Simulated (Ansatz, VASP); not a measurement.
# Cross-check of SiO2 (Cristobalite) between VASP and Ansatz, part 3 of 3

One calculation is typed for both programs; each brings its own data sets. How far apart do they land? The cell is taken from a series of runs on this material, whose earlier steps may have relaxed, scaled, displaced or heated it; both programs get it as it stands.

VASP 6.6.1 and Ansatz 0.2.0.

So far: Set-up; Ansatz: zone-centre phonons, LDA; VASP: zone-centre phonons, LDA.

## Step 3: VASP: zone-centre phonons, LDA (continued)

Level of this step: LDA; plane waves and PAW (O, Si) (VASP).

Numbers of over 12 decimals in the logs are rounded to 6 here.

From OUTCAR (step 3):

```text
ion  position               nearest neighbor table
   1  0.240  0.101  0.177-  10 1.61   9 1.61
   2  0.399  0.740  0.427-  11 1.61  10 1.61
   3  0.760  0.899  0.677-  12 1.61  11 1.61
   4  0.601  0.260  0.927-   9 1.61  12 1.61
   5  0.740  0.399  0.573-  11 1.61  12 1.61
   6  0.899  0.760  0.323-  10 1.61  11 1.61
   7  0.260  0.601  0.073-   9 1.61  10 1.61
   8  0.101  0.240  0.823-  12 1.61   9 1.61
   9  0.298  0.298  0.000-   4 1.61   7 1.61   1 1.61   8 1.61  10 3.09  12 3.09  10 3.09  12 3.09

  LATTYP: Found a simple tetragonal cell.
 ALAT       =     5.0013506314
 C/A-ratio  =     1.3953477070

 Subroutine GETGRP returns: Found  8 space group operations
 (whereof  2 operations were pure point group operations)

The static configuration has the point symmetry C_2 .
 The point group associated with its full space group is D_4 .

 Found     18 irreducible k-points:

   k-points           NKPTS =     18   k-points in BZ     NKDIM =     18   number of bands    NBANDS=     44

   dimension x,y,z NGX =    40 NGY =   40 NGZ =   56
   dimension x,y,z NGXF=    80 NGYF=   80 NGZF=  112

   ENCUT  =  600.0 eV  44.10 Ry    6.64 a.u.   9.99  9.99 13.94*2*pi/ulx,y,z

   NELECT =      64.0000    total number of electrons

 k-points in reciprocal lattice and weights: Automatic mesh
   0.00000000  0.00000000  0.00000000       0.016
   0.25000000  0.00000000  0.00000000       0.062
   0.50000000  0.00000000  0.00000000       0.031
   0.25000000  0.25000000  0.00000000       0.062
   0.50000000  0.25000000  0.00000000       0.062
   0.50000000  0.50000000  0.00000000       0.016
   0.00000000  0.00000000  0.25000000       0.031
   0.25000000  0.00000000  0.25000000       0.125
   0.50000000  0.00000000  0.25000000       0.062
[...]
0.50000000  0.25000000  0.50000000       0.062
   0.50000000  0.50000000  0.50000000       0.016

 average (electrostatic) potential at core
       1 -74.7322       2 -74.7322       3 -74.7322       4 -74.7322       5 -74.7322
       6 -74.7322       7 -74.7322       8 -74.7322       9 -89.3292      10 -89.3292
      11 -89.3292      12 -89.3292

  Total       -0.4347701     -0.4347701     -0.4929770     -0.0000000      0.0000000      0.0000000
  in kB       -3.9904865     -3.9904865     -4.5247325     -0.0000000      0.0000000      0.0000000
  external PRESSURE =      -4.1685685 kB  Pullay stress =       0.0000000 kB

  energy-cutoff  :      600.00
  volume of cell :      174.56
      direct lattice vectors                 reciprocal lattice vectors
     5.001350631  0.000000000  0.000000000     0.199945989  0.000000000  0.000000000
     0.000000000  5.001350631  0.000000000     0.000000000  0.199945989  0.000000000
     0.000000000  0.000000000  6.978623135     0.000000000  0.000000000  0.143294742

 POSITION                                       TOTAL-FORCE (eV/Angst)
 -----------------------------------------------------------------------------------
      1.19968      0.50270      1.23601         0.000648      0.000324     -0.005896
[...]
3.003371  1.300992  6.469979     0.246853   -0.046722   -0.171429
      3.700359  1.997980  3.997956     0.046722   -0.246853    0.171429
      4.498655  3.801667  2.253300    -0.252355   -0.050936    0.192242
      1.300992  3.003371  0.508645     0.046722   -0.246853   -0.171429
      0.502696  1.199683  5.742612    -0.252355   -0.050936   -0.192242
      1.489873  1.489873  0.000000    -0.072949    0.072949    0.312810
      1.010802  3.990548  1.744656     0.003350   -0.003350    0.000000
      3.511478  3.511478  3.489312    -0.072949    0.072949   -0.312810
      3.990548  1.010802  5.233967     0.003350   -0.003350    0.000000

   2 f  =   36.152961 THz   227.155757 2PiTHz 1205.932989 cm-1   149.516568 meV
             X         Y         Z           dx          dy          dz
      1.199683  0.502696  1.236011    -0.046722   -0.246853    0.171429
      1.997980  3.700359  2.980667     0.252355   -0.050936    0.192242
      3.801667  4.498655  4.725323    -0.046722   -0.246853   -0.171429
      3.003371  1.300992  6.469979     0.252355   -0.050936   -0.192242
      3.700359  1.997980  3.997956    -0.050936    0.252355   -0.192242
      4.498655  3.801667  2.253300    -0.246853   -0.046722    0.171429
      1.300992  3.003371  0.508645    -0.050936    0.252355    0.192242
      0.502696  1.199683  5.742612    -0.246853   -0.046722   -0.171429
      1.489873  1.489873  0.000000    -0.003350   -0.003350   -0.000000
      1.010802  3.990548  1.744656     0.072949    0.072949   -0.312810
      3.511478  3.511478  3.489312    -0.003350   -0.003350    0.000000
      3.990548  1.010802  5.233967     0.072949    0.072949    0.312810

   3 f  =   34.071305 THz   214.076326 2PiTHz 1136.496417 cm-1   140.907534 meV
             X         Y         Z           dx          dy          dz
      1.199683  0.502696  1.236011    -0.061831   -0.286893    0.197119
      1.997980  3.700359  2.980667    -0.286893    0.061831   -0.197119
      3.801667  4.498655  4.725323     0.061831    0.286893    0.197119
      3.003371  1.300992  6.469979     0.286893   -0.061831   -0.197119
      3.700359  1.997980  3.997956     0.061831   -0.286893    0.197119
      4.498655  3.801667  2.253300     0.286893    0.061831   -0.197119
      1.300992  3.003371  0.508645    -0.061831    0.286893    0.197119
      0.502696  1.199683  5.742612    -0.286893   -0.061831   -0.197119
      1.489873  1.489873  0.000000     0.003703    0.003703    0.000000
      1.010802  3.990548  1.744656     0.003703   -0.003703    0.000000
      3.511478  3.511478  3.489312    -0.003703   -0.003703    0.000000
      3.990548  1.010802  5.233967    -0.003703    0.003703    0.000000

   4 f  =   32.973089 THz   207.176030 2PiTHz 1099.863867 cm-1   136.365678 meV
             X         Y         Z           dx          dy          dz
      1.199683  0.502696  1.236011    -0.037307   -0.264965    0.151415
      1.997980  3.700359  2.980667     0.264965   -0.037307    0.151415
      3.801667  4.498655  4.725323     0.037307    0.264965    0.151415
      3.003371  1.300992  6.469979    -0.264965    0.037307    0.151415
      3.700359  1.997980  3.997956     0.037307   -0.264965    0.151415
      4.498655  3.801667  2.253300    -0.264965   -0.037307    0.151415
      1.300992  3.003371  0.508645    -0.037307    0.264965    0.151415
      0.502696  1.199683  5.742612     0.264965    0.037307    0.151415
      1.489873  1.489873  0.000000     0.065979   -0.065979   -0.228570
      1.010802  3.990548  1.744656     0.065979    0.065979   -0.228570
      3.511478  3.511478  3.489312    -0.065979    0.065979   -0.228570
      3.990548  1.010802  5.233967    -0.065979   -0.065979   -0.228570

   5 f  =   32.873488 THz   206.550220 2PiTHz 1096.541543 cm-1   135.953763 meV
             X         Y         Z           dx          dy          dz
      1.199683  0.502696  1.236011    -0.051919   -0.242252    0.186945
      1.997980  3.700359  2.980667    -0.242252    0.051919   -0.186945
      3.801667  4.498655  4.725323     0.051919    0.242252    0.186945
      3.003371  1.300992  6.469979     0.242252   -0.051919   -0.186945
      3.700359  1.997980  3.997956    -0.051919    0.242252   -0.186945
      4.498655  3.801667  2.253300    -0.242252   -0.051919    0.186945
      1.300992  3.003371  0.508645     0.051919   -0.242252   -0.186945
      0.502696  1.199683  5.742612     0.242252    0.051919    0.186945
      1.489873  1.489873  0.000000    -0.157542    0.157542   -0.087759
      1.010802  3.990548  1.744656     0.157542    0.157542    0.087759
      3.511478  3.511478  3.489312     0.157542   -0.157542   -0.087759
      3.990548  1.010802  5.233967    -0.157542   -0.157542    0.087759

   6 f  =   32.847227 THz   206.385214 2PiTHz 1095.665557 cm-1   135.845155 meV
             X         Y         Z           dx          dy          dz
      1.199683  0.502696  1.236011     0.076611    0.280750   -0.210763
      1.997980  3.700359  2.980667    -0.193643    0.015535   -0.157021
      3.801667  4.498655  4.725323     0.076611    0.280750    0.210763
      3.003371  1.300992  6.469979    -0.193643    0.015535    0.157021
      3.700359  1.997980  3.997956    -0.045588    0.291751   -0.229647
      4.498655  3.801667  2.253300    -0.176634   -0.063500    0.127824
      1.300992  3.003371  0.508645    -0.045588    0.291751    0.229647
      0.502696  1.199683  5.742612    -0.176634   -0.063500   -0.127824
      1.489873  1.489873  0.000000     0.120736   -0.193229    0.073795
      1.010802  3.990548  1.744656     0.135312   -0.202656   -0.015829
      3.511478  3.511478  3.489312     0.120736   -0.193229   -0.073795
      3.990548  1.010802  5.233967     0.135312   -0.202656    0.015829

   7 f  =   32.847227 THz   206.385214 2PiTHz 1095.665557 cm-1   135.845155 meV
             X         Y         Z           dx          dy          dz
      1.199683  0.502696  1.236011     0.015535    0.193643   -0.157021
      1.997980  3.700359  2.980667     0.280750   -0.076611    0.210763
      3.801667  4.498655  4.725323     0.015535    0.193643    0.157021
      3.003371  1.300992  6.469979     0.280750   -0.076611   -0.210763
      3.700359  1.997980  3.997956    -0.063500    0.176634   -0.127824
      4.498655  3.801667  2.253300     0.291751    0.045588   -0.229647
      1.300992  3.003371  0.508645    -0.063500    0.176634    0.127824
      0.502696  1.199683  5.742612     0.291751    0.045588    0.229647
      1.489873  1.489873  0.000000    -0.202656   -0.135312   -0.015829
      1.010802  3.990548  1.744656    -0.193229   -0.120736   -0.073795
      3.511478  3.511478  3.489312    -0.202656   -0.135312    0.015829
      3.990548  1.010802  5.233967    -0.193229   -0.120736    0.073795

   8 f  =   32.778839 THz   205.955521 2PiTHz 1093.384383 cm-1   135.562325 meV
             X         Y         Z           dx          dy          dz
      1.199683  0.502696  1.236011     0.051293    0.242144   -0.186157
      1.997980  3.700359  2.980667    -0.242144    0.051293   -0.186157
      3.801667  4.498655  4.725323    -0.051293   -0.242144   -0.186157
      3.003371  1.300992  6.469979     0.242144   -0.051293   -0.186157
      3.700359  1.997980  3.997956     0.051293   -0.242144    0.186157
      4.498655  3.801667  2.253300    -0.242144   -0.051293    0.186157
      1.300992  3.003371  0.508645    -0.051293    0.242144    0.186157
      0.502696  1.199683  5.742612     0.242144    0.051293    0.186157
      1.489873  1.489873  0.000000    -0.170532   -0.170532    0.000000
    [... 421 further lines ...]
      3.511478  3.511478  3.489312     0.329505   -0.091245    0.000800
      3.990548  1.010802  5.233967     0.329563   -0.091454    0.000453

 MACROSCOPIC STATIC DIELECTRIC TENSOR IONIC CONTRIBUTION
 ------------------------------------------------------
           1.805834     0.000000    -0.000000
           0.000000     1.805834    -0.000000
          -0.000000    -0.000000     1.622535
 ------------------------------------------------------

 ELASTIC MODULI CONTR FROM IONIC RELAXATION (kBar)
 Direction    XX          YY          ZZ          XY          YZ          ZX
 --------------------------------------------------------------------------------
 XX       -3272.5700   -202.3778  -1274.4560      0.0000     -0.0000      0.0000
 YY        -202.3778  -3272.5700  -1274.4560     -0.0000      0.0000     -0.0000
 ZZ       -1274.4560  -1274.4560  -2389.3229     -0.0000     -0.0000     -0.0000
 XY           0.0000     -0.0000      0.0000   -191.1554     -0.0000     -0.0000
 YZ          -0.0000      0.0000     -0.0000     -0.0000   -737.2309     -0.0000
 ZX          -0.0000     -0.0000     -0.0000     -0.0000     -0.0000   -738.9504
 --------------------------------------------------------------------------------

 PIEZOELECTRIC TENSOR IONIC CONTR  for field in x, y, z        (C/m^2)
          XX          YY          ZZ          XY          YZ          ZX
  --------------------------------------------------------------------------------
  x    -0.00000     0.00000    -0.00000     0.00000    -0.01407     0.00000
  y     0.00000    -0.00000     0.00000     0.00000    -0.00000     0.01632
  z     0.00000    -0.00000    -0.00000     0.00011     0.00000    -0.00000
```

The gap is read on the k-mesh alone, so it is an upper bound where the band edges lie off the mesh. Energies printed during the response cycles are not total energies of the cell.

## Step 4: Differences

Known differences besides the potentials themselves: fixed occupations in Ansatz, narrow Gaussian smearing in VASP; VASP's response is taken on the typed mesh, Ansatz refines its own for the field response alone; the cutoff is 420 eV in Ansatz and 600 eV in VASP; VASP's log shows a relativistic correction to its local exchange, Ansatz's none. Total energies have different zeros and are not compared.

The two programs side by side:

| quantity | Ansatz | VASP | difference |
| --- | --- | --- | --- |
| ε∞ xx | 2.27 | 2.26 | +0.49 % |
| ε∞ yy | 2.27 | 2.26 | +0.49 % |
| ε∞ zz | 2.26 | 2.25 | +0.48 % |
| Born charge of O1 (mean of the diagonal) (e) | -1.67 | -1.66 | -0.01 |
| Born charge of Si9 (mean of the diagonal) (e) | 3.35 | 3.32 | +0.03 |
| optical mode 1 (cm⁻¹) | 35.6 | 38.4 | -2.7 |
| optical mode 2 (cm⁻¹) | 107.5 | 107.3 | +0.23 % |
| optical mode 3 to 4 (cm⁻¹) | 137.0 | 137.1 | -0.08 % |
| optical mode 5 (cm⁻¹) | 214.9 | 214.8 | +0.05 % |
| optical mode 6 to 7 (cm⁻¹) | 258.4 | 261.3 | -1.13 % |
| optical mode 8 (cm⁻¹) | 272.3 | 275.1 | -0.99 % |
| optical mode 9 (cm⁻¹) | 282.9 | 285.7 | -0.99 % |
| optical mode 10 (cm⁻¹) | 347.9 | 350.1 | -0.65 % |
| optical mode 11 (cm⁻¹) | 360.2 | 360.8 | -0.17 % |
| optical mode 12 to 13 (cm⁻¹) | 365.0 | 366.9 | -0.54 % |
| optical mode 14 (cm⁻¹) | 395.0 | 394.8 | +0.05 % |
| optical mode 15 (cm⁻¹) | 419.2 | 421.4 | -0.53 % |
| optical mode 16 to 17 (cm⁻¹) | 446.3 | 448.8 | -0.56 % |
| optical mode 18 (cm⁻¹) | 468.9 | 471.4 | -0.54 % |
| optical mode 19 to 20 (cm⁻¹) | 602.6 | 605.1 | -0.42 % |
| optical mode 21 (cm⁻¹) | 775.8 | 775.8 | -0.01 % |
| optical mode 22 (cm⁻¹) | 777.7 | 780.0 | -0.31 % |
| optical mode 23 (cm⁻¹) | 778.0 | 780.4 | -0.31 % |
| optical mode 24 to 25 (cm⁻¹) | 783.1 | 784.2 | -0.14 % |
| optical mode 26 (cm⁻¹) | 1084.6 | 1093.4 | -0.80 % |
| optical mode 27 to 28 (cm⁻¹) | 1086.9 | 1095.7 | -0.80 % |

Modes are paired by rising frequency, not by their patterns, so a pair may set unlike modes beside each other; they are those without the splitting of longitudinal modes.

## Step 5: Results

```json
{
  "r.m.s. difference of the optical zone-centre modes, each program's sorted by frequency (zone-centre phonons, LDA)": "4.1 cm⁻¹",
  "difference in optical mode 6 to 7 (zone-centre phonons, LDA)": "-1.1 %"
}
```

What this shows: The r.m.s. difference of the optical zone-centre modes, each program's sorted by frequency is 4.1 cm⁻¹ (zone-centre phonons, LDA). Among the rows given in per cent, the largest difference of the zone-centre phonons, LDA pair is in optical mode 6 to 7, -1.1 %. How closely two codes agree says nothing of how well the functional describes the real material.

[Lines on the potential files, build, host, timing and source positions are cut from VASP's logs without a mark.]

[Logs are printed without paths, hosts, clocks, repeated set-up lines and the standing remarks that a program may print on its own settings, such as how far it seeks lower states.]

[Hosts, paths, dates, database ids (printed as entryN), source tags and the programs' standing remarks are cut or masked in the printed files.]
